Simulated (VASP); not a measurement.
TiB:

```xyz
2
Lattice="0.0000 2.4798 2.4798 2.4798 0.0000 2.4798 2.4798 2.4798 0.0000" Properties=species:S:1:pos:R:3 pbc="T T T"
Ti    3.7197    3.7197    3.7197
B     0.0000    0.0000    0.0000
```

```yaml
Program: VASP 6.6.1
Task: relaxation of cell and atoms
Functional: LDA
Potentials_or_basis: VASP PAW LDA potentials, release 64 (Ti_sv, B)
Cutoff: 600 eV
k_mesh: 14 × 14 × 14
Occupations: gaussian, width 0.1 eV
Spin: no spin polarisation
```

At the start: pressure -6.2 GPa; volume 15.25 Å³/atom.

Q: Where does the relaxation end?

A: Over 3 steps the energy falls by 18.3 meV/atom and the volume is 14.34 Å³/atom (-5.9 %); space group F-43m (No. 216, to 0.05 Å).

The path:
| step | energy change (eV) | largest force (eV/Å) | pressure (GPa) | volume (Å³) |
| --- | --- | --- | --- | --- |
| 1 | 0.0000 | 0.0000 | -6.24 | 30.50 |
| 2 | -0.0294 | 0.0000 | 2.55 | 27.95 |
| 3 | -0.0365 | 0.0000 | -0.03 | 28.69 |

Final structure:
```xyz
2
Lattice="0.0000 2.4297 2.4297 2.4297 0.0000 2.4297 2.4297 2.4297 0.0000" Properties=species:S:1:pos:R:3 pbc="T T T"
Ti    3.6446    3.6446    3.6446
B     0.0000    0.0000    0.0000
```
